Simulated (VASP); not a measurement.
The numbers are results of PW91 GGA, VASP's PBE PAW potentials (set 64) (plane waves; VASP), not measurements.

VASP ran on this input.

**INCAR**
```
EDIFF = 1E-7
LWAVE = .False.
LCHARG = .False.
NELM = 100
LREAL = .False.
ENCUT = 520
ALGO = Normal   ! blocked Davidson
ISMEAR = 0   ! Gaussian
LORBIT = 11   ! lm-projected
LMAXMIX = 4
SYSTEM = ZnO
GGA = 91
PREC = Accurate
ICHARG = 11
SIGMA = 0.05   ! width (eV)
LASPH = .True.
```

File POSCAR:
```
ZnO
1
    1.6400241848    -2.8406056635    -0.0000000000
    1.6400241848     2.8406056635     0.0000000000
    0.0000000000     0.0000000000     5.2949170978
Zn O
2 2
Direct
  0.6666670000   0.3333330000   0.5013041696
  0.3333330000   0.6666670000   0.0013041696
  0.6666670000   0.3333330000   0.8806958304
  0.3333330000   0.6666670000   0.3806958304
```

KPOINTS:
```
k-points along high-symmetry lines
10
Line-mode
Reciprocal
  0.000000   0.000000   0.000000 ! GAMMA
 -0.000000   0.500000   0.000000 ! M

 -0.000000   0.500000   0.000000 ! M
 -0.333333   0.666667   0.000000 ! K

 -0.333333   0.666667   0.000000 ! K
  0.000000   0.000000   0.000000 ! GAMMA

  0.000000   0.000000   0.000000 ! GAMMA
  0.000000   0.000000   0.500000 ! A

  0.000000   0.000000   0.500000 ! A
 -0.000000   0.500000   0.500000 ! L

 -0.000000   0.500000   0.500000 ! L
 -0.333333   0.666667   0.500000 ! H

 -0.333333   0.666667   0.500000 ! H
  0.000000   0.000000   0.500000 ! A

 -0.000000   0.500000   0.500000 ! L
 -0.000000   0.500000   0.000000 ! M

 -0.333333   0.666667   0.500000 ! H
 -0.333333   0.666667   0.000000 ! K
```

POTCAR, in this order: Zn O (PBE.64 set). Program: vasp_std. Read from the step before: CHGCAR.

The resulting files:

### OUTCAR
```
 ion  position               nearest neighbor table
   1  0.667  0.333  0.501-   4 2.00   4 2.00   4 2.00   3 2.01
   2  0.333  0.667  0.001-   3 2.00   3 2.00   3 2.00   4 2.01
   3  0.667  0.333  0.881-   2 2.00   2 2.00   2 2.00   1 2.01
   4  0.333  0.667  0.381-   1 2.00   1 2.00   1 2.00   2 2.01
  LATTYP: Found a hexagonal cell.
 ALAT       =     3.2800487591
 C/A-ratio  =     1.6142799960
 Subroutine PRICEL returns:
 Original cell was already a primitive cell.
 Subroutine GETGRP returns: Found 12 space group operations
The static configuration has the point symmetry C_3v.
 The point group associated with its full space group is C_6v.
The dynamic configuration has the point symmetry C_3v.
 Subroutine INISYM returns: Found 12 space group operations
   k-points           NKPTS =     90   k-points in BZ     NKDIM =     90   number of bands    NBANDS=     22
   number of dos      NEDOS =    301   number of ions     NIONS =      4
   total plane-waves  NPLWV =  23040
   dimension x,y,z NGX =    24 NGY =   24 NGZ =   40
   dimension x,y,z NGXF=    48 NGYF=   48 NGZF=   80
   ions per type =               2   2
   PREC   = accura    normal or accurate (medium, high low for compatibility)
   ISTART =      0    job   : 0-new  1-cont  2-samecut
   ICHARG =     11    charge: 1-file 2-atom 10-const
   ISPIN  =      1    spin polarized calculation?
   LNONCOLLINEAR =      F non collinear calculations
   LSORBIT =      F    spin-orbit coupling
   INIWAV =      1    electr: 0-lowe 1-rand  2-diag
   ENCUT  =  520.0 eV  38.22 Ry    6.18 a.u.   6.10  6.10  9.85*2*pi/ulx,y,z
   NELM   =    100;   NELMIN=  2; NELMDL= -5     # of ELM steps
   EDIFF  = 0.1E-06   stopping-criterion for ELM
   LREAL  =      F    real-space projection
   NLSPLINE    = F    spline interpolate recip. space projectors
   LMAXMIX     =    4 max onsite mixed and CHGCAR
   VOSKOWN=      0    Vosko Wilk Nusair interpolation
   EDIFFG = 0.1E-05   stopping-criterion for IOM
   NSW    =      0    number of steps for IOM
   NBLOCK =      1;   KBLOCK =      1    inner block; outer block
   IBRION =     -1    ionic relax: 0-MD 1-quasi-New 2-CG
   NFREE  =      0    steps in history (QN), initial steepest desc. (CG)
   ISIF   =      2    stress and relaxation
   ISYM   =      2    0-nonsym 1-usesym 2-fastsym
   TEIN   =    0.0    initial temperature
   TEBEG  =    0.0;   TEEND  =   0.0 temperature during run
   SMASS  =  -3.00    Nose mass-parameter (am)
   PSTRESS=    0.0 pullay stress
   NELECT =      36.0000    total number of electrons
   EFERMI =   0.00;   METHOD = LEGACY
   ISMEAR =     0;   SIGMA  =   0.05  broadening in eV -4-tet -1-fermi 0-gaus
   IALGO  =     38    algorithm
   LDIAG  =      T    sub-space diagonalisation (order eigenvalues)
   IMIX   =      4    mixing-type and parameters
     AMIX     =   0.40;   BMIX     =  1.00
     AMIX_MAG =   1.60;   BMIX_MAG =  1.00
     AMIN     =   0.10
   GGA     = 91    functional components
   VOSKOWN =     0    Vosko Wilk Nusair interpolation
   LHFCALC =     F    Hartree Fock is set to
   LHFONE  =     F    Hartree Fock one center treatment
   AEXX    =    0.0000 exact exchange contribution
   IVDW    =     0    specifies the selected vdW correction
   LEPSILON=     F    determine dielectric tensor
   LRPA    =     F    only Hartree local field effects (RPA)
  energy-cutoff  :      520.00
  volume of cell :       49.33
      direct lattice vectors                 reciprocal lattice vectors
     1.640024185 -2.840605663  0.000000000     0.304873553 -0.176018800  0.000000000
     1.640024185  2.840605663  0.000000000     0.304873553  0.176018800  0.000000000
     0.000000000  0.000000000  5.294917098     0.000000000  0.000000000  0.188860370
 k-point     1 :   0.0000 0.0000 0.0000  plane waves:    1315
 k-point     2 :   0.0000 0.0556 0.0000  plane waves:    1339
 k-point     3 :   0.0000 0.1111 0.0000  plane waves:    1331
 k-point     4 :   0.0000 0.1667 0.0000  plane waves:    1325
 k-point     5 :   0.0000 0.2222 0.0000  plane waves:    1335
 k-point     6 :   0.0000 0.2778 0.0000  plane waves:    1325
...
```

**OSZICAR**
```
       N       E                     dE             d eps       ncg     rms          rms(c)
DAV:   1     0.275049371469E+03    0.27505E+03   -0.18950E+04  3960   0.237E+03
DAV:   2     0.950079180466E+01   -0.26555E+03   -0.25573E+03  4254   0.443E+02
DAV:   3    -0.170068946754E+02   -0.26508E+02   -0.26154E+02  4686   0.143E+02
DAV:   4    -0.174934721551E+02   -0.48658E+00   -0.48605E+00  4362   0.205E+01
DAV:   5    -0.174976487309E+02   -0.41766E-02   -0.41757E-02  4608   0.168E+00
DAV:   6    -0.174977020694E+02   -0.53339E-04   -0.53337E-04  4314   0.158E-01
DAV:   7    -0.174977030986E+02   -0.10292E-05   -0.10292E-05  4662   0.188E-02
DAV:   8    -0.174977031219E+02   -0.23314E-07   -0.23318E-07  3736   0.241E-03
   1 F= -.17497703E+02 E0= -.17497703E+02  d E =-.874484E-17
```

### OUTCAR
```
 val. band max:        0.7974196668   @ k =   0.0000   0.0000   0.0000

 cond. band min:       1.5461842664   @ k =   0.0000   0.0000   0.0000



 k-point     1 :       0.0000    0.0000    0.0000
  band No.  band energies     occupation
      1     -16.9612      2.00000
      2     -16.2925      2.00000
      3      -4.7540      2.00000
      4      -4.7540      2.00000
      5      -4.7107      2.00000
      6      -4.5735      2.00000
      7      -4.5734      2.00000
      8      -4.5684      2.00000
      9      -3.6807      2.00000
     10      -3.6807      2.00000
     11      -3.4879      2.00000
     12      -3.4879      2.00000
     13      -3.2158      2.00000
     14       0.0492      2.00000
     15       0.0492      2.00000
     16       0.7177      2.00000
     17       0.7974      2.00000
     18       0.7974      2.00000
     19       1.5462      0.00000
     20       5.8988      0.00000
     21       8.8656      0.00000
     22      13.5198      0.00000

 k-point     2 :       0.0000    0.0556    0.0000
  band No.  band energies     occupation
      1     -16.9452      2.00000
      2     -16.2854      2.00000
      3      -4.7726      2.00000
      4      -4.7444      2.00000
      5      -4.6985      2.00000
      6      -4.5773      2.00000
      7      -4.5601      2.00000
      8      -4.5440      2.00000
      9      -3.6874      2.00000
     10      -3.6819      2.00000
     11      -3.4864      2.00000
     12      -3.4732      2.00000
     13      -3.2195      2.00000
     14      -0.0643      2.00000
     15       0.0088      2.00000
     16       0.5246      2.00000
     17       0.6995      2.00000
     18       0.7760      2.00000
     19       1.8551      0.00000
     20       6.0297      0.00000
     21       8.8665      0.00000
     22      13.1558      0.00000

 k-point     3 :       0.0000    0.1111    0.0000
  band No.  band energies     occupation
      1     -16.8981      2.00000
      2     -16.2646      2.00000
...
```

The density is held fixed in this step, so its total energy and stress have no physical meaning.

The compound is ZnO in the wurtzite structure. It was relaxed first.
